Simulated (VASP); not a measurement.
## SnTe: energy against strain

SnTe (rock salt, Fm-3m, 31.034 Å³/atom at rest, cube axes along x, y and z) under a strain ε along a cube axis (axis z), the other axes held. PBEsol in VASP (plane waves, PAW), 480 eV, 8×8×8 Γ-centred mesh, Gaussian smearing 0.05 eV; ions are relaxed within the symmetry of each cell.

Here s stands for strain and y for E less E0.

| strain (%) | E less E0 (meV/atom) |
|---|---|
| -1.50 | 3.46 |
| -1.00 | 1.58 |
| -0.50 | 0.44 |
| 0.00 | 0.00 |
| 0.50 | 0.20 |
| 1.00 | 1.02 |
| 1.50 | 2.41 |
| 3.00 | ? |

Task: Fit y against s with a parabola, and predict the withheld value at s = 3.00.

Result: Least squares gives y = -0.005 - 0.3221·s + 1.3062·s². Residuals (row less fit): 0.043, -0.043, -0.043, 0.005, 0.040, 0.041, -0.041; standard error 0.051 (degrees of freedom: 4). Twice the quadratic coefficient over the volume, 2 × 1.3062 meV × 10⁴ × 0.1602 / 31.034 Å³, is the elastic constant C11 = 135 ± 2 GPa. At the withheld row, y = -0.005 - 0.3221 × 3.0 + 1.3062 × 3.0² = 10.784 meV/atom. The calculation gives 9.69 meV/atom, 1.094 meV/atom below the prediction (11.3 % of the range of y in the table). The row lies outside the fitted rows, so this is an extrapolation. From the scatter of the fitted rows alone, a prediction at this place has a standard error of 0.195 meV/atom, so the miss is 5.6 times that.

One order more, fitted to all 13 runs of the series, follows each within 0.02, so the miss is the next term of a smooth law. SnTe stands in this structure, which distorts at low temperature. Rows are the converged runs of the series near zero and its far end; series whose fitted rows scatter by over a few per cent of the range, as at a crossing or softening among them, aren't shown in this form. Most that stay on the fit to the last digits aren't either.
